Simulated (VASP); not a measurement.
Shape and ions are relaxed at each volume.

Energy against volume of Be (hcp). Method: optB86b-vdW, VASP's PBE PAW potentials (set 64) (plane waves; VASP).

```tsv
V (Å³/atom)	E (eV/atom)
7.518	-3.26611
7.758	-3.27485
7.998	-3.27747
8.238	-3.27472
8.478	-3.26727
```

Problem. Fit a third-order Birch-Murnaghan equation of state.

Solution. 
```
Property                                         Value
---------------------------------------  -------------
volume per atom                          7.99 Å^3/atom
bulk modulus                                   120 GPa
pressure derivative of the bulk modulus           3.36
```

The compound is Be in the hcp structure. It was relaxed first.
